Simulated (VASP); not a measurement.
Given:

```yaml
crystal:
  lattice:
    - [0.00000, 2.39032, 2.39032]
    - [2.39032, 0.00000, 2.39032]
    - [2.39032, 2.39032, 0.00000]
  atoms:
    - { symbol: Pb, position: [0.00000, 0.00000, 0.00000] }
```

Method: PBEsol GGA, VASP's PBE PAW potentials (set 64) (plane waves; VASP). Run with 480 eV cut-off, 12×12×12 Γ-centred mesh, first-order Methfessel-Paxton smearing of 0.10 eV, potentials Pb_d.

### Question
Give the stress tensor in GPa (positive for a compressed cell).

### Answer

```
5.61  0.00  0.00
0.00  5.61  0.00
0.00  0.00  5.61
```
The pressure is its mean diagonal, 5.61 GPa.

The compound is Pb in the fcc structure. This cell was strained or had an atom moved on purpose.
